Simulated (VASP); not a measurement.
# A VASP study of CoSi2 (r2SCAN): structure first, properties next

Wanted: the relaxed cell of CoSi2 and its properties. The steps: magnetic order: ferromagnetic, magnetic order: antiferromagnetic, q = (0, 0, 1/2), magnetic order: antiferromagnetic, q = (1/2, 1/2, 0), the orders side by side, relaxing cell and atoms (r2SCAN), second relaxation, single point with fields (r2SCAN), band structure (r2SCAN), total and projected DOS (r2SCAN), field gradients at the nuclei (r2SCAN) and independent-particle dielectric function (r2SCAN). The start is a cell from a database of measured crystal structures.

Calculated with VASP 6.6.1; r2SCAN, spin-polarised from a ferromagnetic start (one magnetic atom a cell); plane waves and PAW (Co, Si), in the first sound run; inputs show where later runs differ.

This is a report of a sequence of runs, with most program output left out.

**1. The structure**

The structure is cubic, space group Fm-3m (No. 225). Conventional cell: a = 5.365 Å, b = 5.365 Å, c = 5.365 Å, α = 90.00°, β = 90.00°, γ = 90.00°. Co has 8 Si at 2.32 Å nearest. Nearest to Si lie 4 Co at 2.32 Å. Farther neighbours are not listed.

Structure file:

```
Co Si
1.0
     0.00000    2.68250    2.68250
     2.68250    0.00000    2.68250
     2.68250    2.68250    0.00000
Co Si
1 2
Direct
  0.00000 0.00000 0.00000
  0.25000 0.25000 0.25000
  0.75000 0.75000 0.75000
```

**2. Magnetic order: ferromagnetic**

The properties of a magnet depend on its order, so a few collinear patterns are compared first on the cell as listed, beginning with all moments parallel. r2SCAN adds the kinetic-energy density, costs more than a GGA and is run with LASPH.

INCAR reads:

```
SYSTEM = CoSi2
PREC = Accurate
ENCUT = 400
EDIFF = 1E-06
NELM = 100
ISMEAR = 0
SIGMA = 0.05
LREAL = .FALSE.
ALGO = Normal
METAGGA = R2SCAN
LASPH = .TRUE.
NBANDS = 18
ISPIN = 2
MAGMOM = 2 0 0
LMAXMIX = 4
LORBIT = 11
LWAVE = .FALSE.
LCHARG = .FALSE.
KPAR = 8
ISIF = 2
```

POSCAR reads:

```
CoSi2
1.0
    0.0000000000      2.6825000000      2.6825000000
    2.6825000000      0.0000000000      2.6825000000
    2.6825000000      2.6825000000      0.0000000000
Co Si
1 2
Direct
    0.0000000000      0.0000000000      0.0000000000
    0.2500000000      0.2500000000      0.2500000000
    0.7500000000      0.7500000000      0.7500000000
```

KPOINTS reads:

```
Automatic mesh
0
Gamma
7 7 7
0 0 0
```

The projector-augmented-wave data sets are Co and Si (PBE family, release 64).

On the command line:

```console
mpirun -np 8 vasp_std
```

Elapsed: 23 s, on 8 MPI ranks of Intel Xeon Platinum 8488C (Sapphire Rapids), shared host; peak memory 1.5 GiB.

The k-mesh is coarse for a metal. The PAW data sets were made with PBE, which is usual practice but a small mismatch for other functionals. At this level the cell is under a tension of 5.5 GPa, so at these settings it is away from equilibrium.

This step gave:

```
SCF cycles              : 16
electrons               : 17
bands                   : 18
irreducible k-points    : 20
symmetry operations     : 48
free energy (TOTEN)     : -32.00 eV
energy at zero smearing : -32.00 eV
Fermi energy            : 10.01 eV
pressure                : -5.545 GPa
metallic                : yes
```

The spin moment in the PAW sphere vanishes on all atoms.

The moments fall under 0.1 μB, and the mesh shows no gap.

**3. Magnetic order: antiferromagnetic, q = (0, 0, 1/2)**

This step: r2SCAN, spin-polarised from an antiferromagnetic start; plane waves and PAW (Co, Si) (VASP 6.6.1).

System of this step: CoSi2. It takes space group Fm-3m (No. 225, cubic). The conventional cell has a = 5.365 Å, b = 5.365 Å, c = 5.365 Å, α = 90.00°, β = 90.00°, γ = 90.00°. Nearest to Co lie 8 Si at 2.32 Å. Nearest to Si lie 4 Co at 2.32 Å. Farther neighbours are not listed.

Next, a pattern with opposite moments, which needs a doubled cell; q is given in the reciprocal vectors of the primitive cell.

Edit INCAR of step 2 so:

```diff
@@ -11,5 +11,5 @@
 LASPH = .TRUE.
-NBANDS = 18
+NBANDS = 26
 ISPIN = 2
-MAGMOM = 2 0 0
+MAGMOM = 2 -2 0 0 0 0
 LMAXMIX = 4
```

POSCAR reads:

```
CoSi2
1.0
    0.0000000000      2.6825000000      2.6825000000
    2.6825000000      0.0000000000      2.6825000000
    5.3650000000      5.3650000000      0.0000000000
Co Si
2 4
Direct
    0.0000000000      0.0000000000      0.0000000000
    0.0000000000      0.0000000000      0.5000000000
    0.2500000000      0.2500000000      0.1250000000
    0.2500000000      0.2500000000      0.6250000000
    0.7500000000      0.7500000000      0.3750000000
    0.7500000000      0.7500000000      0.8750000000
```

KPOINTS is that of step 2.

On the command line:

```console
mpirun -np 8 vasp_std
```

It took 88 s on 8 MPI ranks; peak memory 2.4 GiB; 9.3 min of CPU time.

At this level the cell is under a tension of 5.6 GPa, so at these settings it is away from equilibrium.

This step gave:

* SCF cycles: 18
* electrons: 34
* bands: 26
* irreducible k-points: 44
* symmetry operations: 12
* free energy (TOTEN): -63.9965 eV
* energy at zero smearing: -63.9948 eV
* pressure: -5.577 GPa

The spin moment in the PAW sphere vanishes on all atoms.

The energy lies +0.5 meV an atom from the first pattern, a difference of sampling, since both runs hold the same state. The moments fall under 0.1 μB, and the mesh shows no gap.

**4. Magnetic order: antiferromagnetic, q = (1/2, 1/2, 0)**

INCAR is that of step 3.

POSCAR reads:

```
CoSi2
1.0
    2.6825000000      2.6825000000      0.0000000000
   -2.6825000000      2.6825000000      0.0000000000
    0.0000000000      0.0000000000      5.3650000000
Co Si
2 4
Direct
    0.0000000000      0.0000000000      0.0000000000
    0.5000000000      0.5000000000      0.5000000000
    0.5000000000      0.0000000000      0.2500000000
    0.0000000000      0.5000000000      0.7500000000
    0.5000000000      0.0000000000      0.7500000000
    0.0000000000      0.5000000000      0.2500000000
```

KPOINTS reads:

```
Automatic mesh
0
Gamma
6 6 4
0 0 0
```

On the command line:

```console
mpirun -np 8 vasp_std
```

The job ended after 54 s (8 MPI ranks; peak memory 1.9 GiB; 5.6 min of CPU time).

At this level the cell is under a tension of 5.7 GPa, so at these settings it is away from equilibrium.

This step gave:

- SCF cycles: 17
- irreducible k-points: 30
- symmetry operations: 16
- free energy (TOTEN): -63.9767 eV
- energy at zero smearing: -63.9758 eV
- Fermi energy: 9.970 eV
- pressure: -5.660 GPa

The energy lies +3.7 meV an atom from the first pattern, a difference of sampling, since both runs hold the same state. The moments fall under 0.1 μB, and the mesh shows no gap.

**5. The orders side by side**

This step: collinear orders at r2SCAN; plane waves and PAW (VASP 6.6.1).

No new run; the numbers come from the runs before.

Patterns, by row:

| start | atoms | energy less that of the first (meV/atom) | largest site moment (μB) | end state |
| --- | --- | --- | --- | --- |
| ferromagnetic | 3 | 0 | 0 | non-magnetic |
| antiferromagnetic, q = (0, 0, 1/2) | 6 | 0.5 | 0 | non-magnetic |
| antiferromagnetic, q = (1/2, 1/2, 0) | 6 | 3.7 | 0 | non-magnetic |

All patterns lost their moments. Runs that ended non-magnetic differ by up to 3.7 meV an atom among themselves, which is the error from the unlike meshes of the cells. The session goes on with moments started at or near zero.

**6. Relaxing cell and atoms (r2SCAN)**

This step: r2SCAN, zero-moment start; plane waves and PAW (Co, Si) (VASP 6.6.1).

System of this step: CoSi2. It takes space group Fm-3m (No. 225, cubic). The conventional cell has a = 5.365 Å, b = 5.365 Å, c = 5.365 Å, α = 90.00°, β = 90.00°, γ = 90.00°. Nearest to Co lie 8 Si at 2.32 Å. Nearest to Si lie 4 Co at 2.32 Å. Farther neighbours are not listed.

The start need not lie at this functional's minimum. ISIF = 3 frees volume, shape and positions, and EDIFFG sets the threshold on forces and stress at which the search stops.

Edit INCAR of step 4 so:

```diff
@@ -11,5 +11,5 @@
 LASPH = .TRUE.
-NBANDS = 26
+NBANDS = 16
 ISPIN = 2
-MAGMOM = 2 -2 0 0 0 0
+MAGMOM = 0 0 0
 LMAXMIX = 4
@@ -19,2 +19,5 @@
 KPAR = 8
-ISIF = 2
+IBRION = 2
+NSW = 60
+ISIF = 3
+EDIFFG = -0.01
```

POSCAR reads:

```
CoSi2
1.0
    0.0000000000      2.6825000000      2.6825000000
    2.6825000000      0.0000000000      2.6825000000
    2.6825000000      2.6825000000      0.0000000000
Co Si
1 2
Direct
    0.0000000000      0.0000000000      0.0000000000
    0.2500000000      0.2500000000      0.2500000000
    0.7500000000      0.7500000000      0.7500000000
```

KPOINTS reads:

```
Automatic mesh
0
Gamma
7 7 7
0 0 0
```

On the command line:

```console
mpirun -np 8 vasp_std
```

The job ended after 74 s (8 MPI ranks; peak memory 1.6 GiB; 7.8 min of CPU time).

This run allows spin, but its moments start at zero, where symmetry between the spins tends to hold them, although Co can carry a moment. Its electron count is odd, so without a moment it is a metal by construction. The run keeps the 48 symmetry operations of its start, so it cannot find a distortion of lower symmetry.

Step by step:

| step | energy less that of the first step (eV) | largest force (eV/Å) | pressure (GPa) | volume (Å³) |
| --- | --- | --- | --- | --- |
| 1 | 0.0000 | 0.0000 | -5.68 | 38.61 |
| 2 | 0.0131 | 0.0000 | 8.08 | 36.11 |
| 3 | -0.0200 | 0.0000 | -0.07 | 37.49 |

| conventional cell, symmetrised | before | after | change |
| --- | --- | --- | --- |
| a (Å) | 5.365 | 5.313 | -1.0 % |
| b (Å) | 5.365 | 5.313 | -1.0 % |
| c (Å) | 5.365 | 5.313 | -1.0 % |
| volume (Å³/atom) | 12.87 | 12.50 | -2.9 % |

Final coordinates:

```xyz
3
Lattice="0.0000 2.6564 2.6564 2.6564 0.0000 2.6564 2.6564 2.6564 0.0000" Properties=species:S:1:pos:R:3 pbc="T T T"
Co    0.0000    0.0000    0.0000
Si    1.3282    1.3282    1.3282
Si    3.9846    3.9846    3.9846
```

This step gave:

```
electrons                       : 17
bands                           : 16
irreducible k-points            : 20
symmetry operations             : 48
free energy (TOTEN)             : -32.02 eV
energy at zero smearing         : -32.02 eV
Fermi energy                    : 10.41 eV
pressure                        : -0.07312 GPa
SCF cycles over all ionic steps : 31
```

It ends with forces that vanish by symmetry and a pressure of -0.07 GPa.

**7. Second relaxation**

The basis stayed that of the start cell while the cell moved. A rerun from the cell reached resets it; the error of the finite cutoff stays.

INCAR is that of step 6.

POSCAR reads:

```
CoSi2
1.0
    0.0000000000      2.6564064745      2.6564064745
    2.6564064745      0.0000000000      2.6564064745
    2.6564064745      2.6564064745      0.0000000000
Co Si
1 2
Direct
    0.0000000000      0.0000000000      0.0000000000
    0.2500000000      0.2500000000      0.2500000000
    0.7500000000      0.7500000000      0.7500000000
```

KPOINTS is that of step 6.

On the command line:

```console
mpirun -np 8 vasp_std
```

Run time: 71 s. Hardware: 8 MPI ranks; peak memory 1.6 GiB; 7.5 min of CPU time.

Little changed from the start: no atom moved by 0.005 Å and no cell edge by 0.1 %.

Numbers from this step:

| Item | Value |
| --- | --- |
| Fermi energy | 10.42 eV |
| pressure | 0.1158 GPa |
| SCF cycles over all ionic steps | 25 |

It ends with forces that vanish by symmetry and a pressure of 0.12 GPa. The volume moved by only 0.08 %, so the volume is settled.

**8. Single point with fields (r2SCAN)**

A single point on the relaxed cell gives a clean self-consistent state, with density, ELF and potential written out.

Edit INCAR of step 7 so:

```diff
@@ -17,7 +17,5 @@
 LWAVE = .FALSE.
-LCHARG = .FALSE.
-KPAR = 8
-IBRION = 2
-NSW = 60
-ISIF = 3
-EDIFFG = -0.01
+LCHARG = .TRUE.
+ISIF = 2
+LELF = .TRUE.
+LVHAR = .TRUE.
```

POSCAR reads:

```
CoSi2
1.0
    0.0000000000      2.6556679228      2.6556679228
    2.6556679228      0.0000000000      2.6556679228
    2.6556679228      2.6556679228      0.0000000000
Co Si
1 2
Direct
    0.0000000000      0.0000000000      0.0000000000
    0.2500000000      0.2500000000      0.2500000000
    0.7500000000      0.7500000000      0.7500000000
```

KPOINTS is that of step 7.

On the command line:

```console
mpirun -np 8 vasp_std
```

Elapsed: 18 s, on 8 MPI ranks; peak memory 0.87 GiB; 1.9 min of CPU time.

With spin, VASP writes an ELF for each channel.

Numbers from this step:

* SCF cycles: 13
* pressure: -0.1970 GPa

Valence electrons inside each PAW sphere by angular momentum. Sphere charges, by row:

| atom | s (e) | p (e) | d (e) | tot (e) |
| --- | --- | --- | --- | --- |
| Co1 | 0.577 | 0.792 | 7.614 | 8.983 |
| Si2 | 0.707 | 0.905 | 0 | 1.612 |
| Si3 | 0.707 | 0.905 | 0 | 1.612 |

ELF of up spins in the ac plane of a cell with a along [110], b along [-110] and c along [001] of the cube at fractional y = 0.000, with atoms of Co and Si within 0.2 Å of it. It is the smooth field of the valence electrons, not physical close to the nuclei.

Values, 8 rows by 16 columns, each cell a mean:
```
0.06 0.21 0.53 0.68 0.66 0.61 0.31 0.08 0.06 0.21 0.53 0.68 0.66 0.61 0.31 0.08
0.27 0.48 0.66 0.35 0.24 0.59 0.57 0.31 0.27 0.48 0.66 0.35 0.24 0.59 0.57 0.31
0.18 0.32 0.39 0.30 0.29 0.38 0.37 0.21 0.18 0.32 0.39 0.30 0.29 0.38 0.37 0.21
0.03 0.10 0.34 0.60 0.65 0.45 0.16 0.04 0.03 0.10 0.34 0.60 0.65 0.45 0.16 0.04
0.04 0.13 0.35 0.58 0.61 0.44 0.19 0.06 0.04 0.13 0.35 0.58 0.61 0.44 0.19 0.06
0.24 0.40 0.45 0.23 0.18 0.37 0.46 0.28 0.24 0.40 0.45 0.23 0.18 0.37 0.46 0.28
0.23 0.43 0.67 0.46 0.37 0.67 0.54 0.27 0.23 0.43 0.67 0.46 0.37 0.67 0.54 0.27
0.02 0.16 0.46 0.66 0.68 0.56 0.25 0.04 0.02 0.16 0.46 0.66 0.68 0.56 0.25 0.04
```
Columns run along a (7.5 Å), rows up along c (5.3 Å), edges of the conventional cell, whose origin can differ from the input's. Atoms in or near the plane, at fractional coordinates: Co at (0.00, 0.00), Co at (0.50, 0.00), Si at (0.25, 0.25), Si at (0.75, 0.25), Si at (0.25, 0.75), Si at (0.75, 0.75).

Electrostatic potential energy in the ac plane of a cell with a along [110], b along [-110] and c along [001] of the cube at fractional y = 0.000, with atoms of Co and Si within 0.2 Å of it. With pseudopotentials it is smooth inside the atoms' cores, unlike the true potential.

Values in eV, 8 rows by 16 columns, each cell a mean:
```
-63 -22  -5 -11 -14  -6 -11 -51 -63 -22  -5 -11 -14  -6 -11 -51
 -3  -3 -20 -73 -85 -37  -5  -3  -3  -3 -20 -73 -85 -37  -5  -3
  2   0 -15 -58 -69 -28  -3   2   2   0 -15 -58 -69 -28  -3   2
  3   2  -1  -5  -6  -2   1   3   3   2  -1  -5  -6  -2   1   3
  3   2  -3 -11 -14  -5   1   3   3   2  -3 -11 -14  -5   1   3
  2  -1 -20 -73 -85 -37  -4   2   2  -1 -20 -73 -85 -37  -4   2
 -9  -5 -15 -58 -68 -28  -5  -8  -9  -5 -15 -58 -68 -28  -5  -8
-82 -29  -4  -5  -6  -4 -14 -68 -82 -29  -4  -5  -6  -4 -14 -68
```
Columns run along a (7.5 Å; values clipped at the 3rd and 97th percentile), rows up along c (5.3 Å), edges of the conventional cell, whose origin can differ from the input's. Atoms in or near the plane, at fractional coordinates: Co at (0.00, 0.00), Co at (0.50, 0.00), Si at (0.25, 0.25), Si at (0.75, 0.25), Si at (0.25, 0.75), Si at (0.75, 0.75).

Valence density in the ac plane of a cell with a along [110], b along [-110] and c along [001] of the cube at fractional y = 0.000, with atoms of Co and Si within 0.2 Å of it. It is the smooth field of the valence electrons, not physical close to the nuclei.

Ten steps, logarithmic in the rise over the least value, from '0' (-0.1 e/Å³) to '9' (8.2 e/Å³), each cell a mean:
```
985444445899644444469
754444444676544444456
444432344444444224444
333420243333343113433
223333333222333333332
222344332222233443322
222334332222223433222
222334332222233443222
223334333222233443322
233332333322333223332
334420344333343113433
544443444455444334445
874444445787544444457
985444445899744444479
```
Columns run along a (7.5 Å), rows up along c (5.3 Å), edges of the conventional cell, whose origin can differ from the input's. Atoms in or near the plane, at fractional coordinates: Co at (0.00, 0.00), Co at (0.50, 0.00), Si at (0.25, 0.25), Si at (0.75, 0.25), Si at (0.25, 0.75), Si at (0.75, 0.75).

In this run the pressure is -0.20 GPa, small enough to go on.

**9. Band structure (r2SCAN)**

Levels along the symmetry lines show where the bands peak and cross; KPOINTS_OPT computes them in the converged potential.

Edit INCAR of step 8 so:

```diff
@@ -11,3 +11,3 @@
 LASPH = .TRUE.
-NBANDS = 16
+NBANDS = 23
 ISPIN = 2
@@ -17,5 +17,3 @@
 LWAVE = .FALSE.
-LCHARG = .TRUE.
-ISIF = 2
-LELF = .TRUE.
-LVHAR = .TRUE.
+LCHARG = .FALSE.
+KPAR = 8
```

POSCAR is that of step 8.

KPOINTS is that of step 8.

KPOINTS_OPT reads:

```
Line mode
16
Line-mode
Reciprocal
  0.00000000   0.00000000   0.00000000 GAMMA
  0.50000000   0.00000000   0.50000000 X

  0.50000000   0.00000000   0.50000000 X
  0.50000000   0.25000000   0.75000000 W

  0.50000000   0.25000000   0.75000000 W
  0.37500000   0.37500000   0.75000000 K

  0.37500000   0.37500000   0.75000000 K
  0.00000000   0.00000000   0.00000000 GAMMA

  0.00000000   0.00000000   0.00000000 GAMMA
  0.50000000   0.50000000   0.50000000 L

  0.50000000   0.50000000   0.50000000 L
  0.62500000   0.25000000   0.62500000 U

  0.62500000   0.25000000   0.62500000 U
  0.50000000   0.25000000   0.75000000 W

  0.50000000   0.25000000   0.75000000 W
  0.50000000   0.50000000   0.50000000 L

  0.50000000   0.50000000   0.50000000 L
  0.37500000   0.37500000   0.75000000 K

  0.62500000   0.25000000   0.62500000 U
  0.50000000   0.00000000   0.50000000 X
```

On the command line:

```console
mpirun -np 8 vasp_std
```

The job ended after 62 s (8 MPI ranks; peak memory 1.4 GiB; 6.5 min of CPU time).

Numbers from this step:

```yaml
bands: 23
pressure: -0.1940 GPa
```

Both spin channels agree. Electronic bands along the path, in eV, zero at the Fermi level; # counts the bands kept:

| point | #6 | #7 | #8 | #9 | #10 | #11 | #12 | #13 |
| --- | --- | --- | --- | --- | --- | --- | --- | --- |
| Γ | -2.20 | 1.44 | 3.52 | 3.52 | 3.52 | 3.64 | 3.64 | 3.64 |
| 0.53 of the way | -1.86 | -0.64 | -0.60 | -0.60 | 1.74 | 3.39 | 7.24 | 7.79 |
| X | -2.18 | -2.13 | -2.13 | -1.57 | 1.81 | 3.09 | 8.93 | 10.49 |
| 0.47 of the way | -2.19 | -2.13 | -1.76 | -1.28 | 2.24 | 3.87 | 6.79 | 10.46 |
| W | -2.52 | -2.13 | -1.70 | -0.87 | 3.95 | 3.95 | 6.19 | 7.05 |
| 0.47 of the way | -2.43 | -2.02 | -1.62 | -0.96 | 2.83 | 5.13 | 5.56 | 8.37 |
| K | -2.44 | -1.93 | -1.43 | -1.18 | 2.19 | 5.29 | 6.19 | 8.42 |
| 0.53 of the way | -2.07 | -1.35 | -0.39 | 1.50 | 3.55 | 3.86 | 3.95 | 6.06 |
| Γ | -2.20 | 1.44 | 3.52 | 3.52 | 3.52 | 3.64 | 3.64 | 3.64 |
| 0.53 of the way | -2.34 | -1.16 | 1.02 | 1.02 | 2.91 | 4.07 | 4.07 | 5.07 |
| L | -1.85 | -1.85 | -0.64 | -0.64 | 3.17 | 3.60 | 3.60 | 4.92 |
| 0.53 of the way | -2.26 | -1.92 | -1.09 | -0.83 | 2.40 | 4.69 | 6.01 | 7.42 |
| U | -2.44 | -1.93 | -1.43 | -1.18 | 2.19 | 5.29 | 6.19 | 8.42 |
| 0.53 of the way | -2.43 | -2.02 | -1.62 | -0.96 | 2.83 | 5.13 | 5.56 | 8.37 |
| W | -2.52 | -2.13 | -1.70 | -0.87 | 3.95 | 3.95 | 6.19 | 7.05 |
| 0.47 of the way | -2.29 | -1.97 | -1.22 | -0.79 | 2.93 | 3.93 | 7.23 | 7.75 |
| L | -1.85 | -1.85 | -0.64 | -0.64 | 3.17 | 3.60 | 3.60 | 4.92 |
| 0.47 of the way | -2.19 | -1.93 | -1.03 | -0.79 | 2.45 | 4.47 | 5.68 | 7.01 |
| K | -2.44 | -1.93 | -1.43 | -1.18 | 2.19 | 5.29 | 6.19 | 8.42 |
| jump to U | -2.44 | -1.93 | -1.43 | -1.18 | 2.19 | 5.29 | 6.19 | 8.42 |
| 0.47 of the way | -2.22 | -2.08 | -1.73 | -1.46 | 2.00 | 3.67 | 7.53 | 9.73 |
| X | -2.18 | -2.13 | -2.13 | -1.57 | 1.81 | 3.09 | 8.93 | 10.49 |

Of the projections kept (Co, Si), the largest for each band there; the rest of the weight can lie on other orbitals:

| point | #6 | #7 | #8 | #9 | #10 | #11 | #12 | #13 |
| --- | --- | --- | --- | --- | --- | --- | --- | --- |
| Γ | Co 1.00 | Si 1.00 | Co 0.91 | Co 0.91 | Co 0.91 | Co 0.67 | Co 0.67 | Co 0.67 |
| X | Co 0.98 | Co 0.96 | Co 0.96 | Co 1.00 | Co 0.80 | Co 0.98 | - | Si 0.82 |
| W | Co 0.85 | Co 0.96 | Co 1.00 | Co 0.94 | Co 0.51 | Co 0.51 | Co 0.90 | Co 0.80 |
| K | Co 0.94 | Co 0.95 | Co 0.96 | Co 0.93 | Co 0.76 | Co 0.78 | Si 0.64 | Si 0.83 |
| Γ | Co 1.00 | Si 1.00 | Co 0.91 | Co 0.91 | Co 0.91 | Co 0.67 | Co 0.67 | Co 0.67 |
| L | Co 1.00 | Co 1.00 | Si 0.59 | Si 0.59 | Si 1.00 | Co 0.70 | Co 0.70 | Co 0.56 |

There is no gap at this level.

Of the bands kept, 3 cross the Fermi level on this path.

(Part 1 of 2 ends here.)

[Lines on the potential files, build, host, timing and source positions are cut from VASP's logs without a mark.]

[Logs are printed without paths, hosts, clocks, repeated set-up lines and the standing remarks that a program may print on its own settings, such as how far it seeks lower states.]

[Hosts, paths, dates, database ids (printed as entryN), source tags and the programs' standing remarks are cut or masked in the printed files.]

[A measured line is paired with the nearest computed mode of its activity, which favours agreement.]
